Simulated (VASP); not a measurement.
These are revPBE GGA, VASP's PBE PAW potentials (set 64) (plane waves; VASP 6.6.1) values and carry that method's errors.

Input for VASP

**INCAR**
```
SYSTEM  =  C
PREC  =  Accurate; ENCUT  =  520; LREAL  =  .False.
LASPH  =  .True.
EDIFF  =  1E-7; NELM  =  100; ALGO  =  Normal
ISMEAR  =  0; SIGMA  =  0.05
GGA  =  RE
ISIF  =  2
LWAVE  =  .False.; LCHARG  =  .False.
```

File KPOINTS:
```
K-points
0
G
  13 13 13
```

**POSCAR**
```
C
2.5357070
  0.0000000000   0.7071067369   0.7071067369
  0.7071067369   0.0000000000   0.7071067369
  0.7071067369   0.7071067369   0.0000000000
C
2
Cart
  0.0000000000   0.0000000000   0.0000000000
  0.3535533684   0.3535533684   0.3535533684
```

POTCAR, in this order: C (PBE.64 set). Program: vasp_std.

Q: Predict the energy per atom (σ→0).

A: 
```
Property                       Result
---------------------  --------------
energy per atom (σ→0)  -8.690 eV/atom
```

### OSZICAR
```
...
DAV:   6    -0.175153184784E+02    0.41452E+00   -0.30903E-01  1400   0.444E+00    0.337E+00
DAV:   7    -0.173781307643E+02    0.13719E+00   -0.34656E-01  1616   0.488E+00    0.723E-01
DAV:   8    -0.173801784258E+02   -0.20477E-02   -0.25385E-03  1440   0.557E-01    0.568E-02
DAV:   9    -0.173802199763E+02   -0.41550E-04   -0.23519E-04  1944   0.136E-01    0.307E-02
DAV:  10    -0.173802404949E+02   -0.20519E-04   -0.28140E-05  1352   0.618E-02    0.620E-03
DAV:  11    -0.173802403215E+02    0.17347E-06   -0.10718E-07  1936   0.372E-03    0.158E-03
DAV:  12    -0.173802403150E+02    0.64051E-08   -0.46144E-08  1176   0.267E-03
   1 F= -.17380240E+02 E0= -.17380240E+02  d E =-.116984E-12
```

The compound is C in the diamond structure. It was relaxed first.
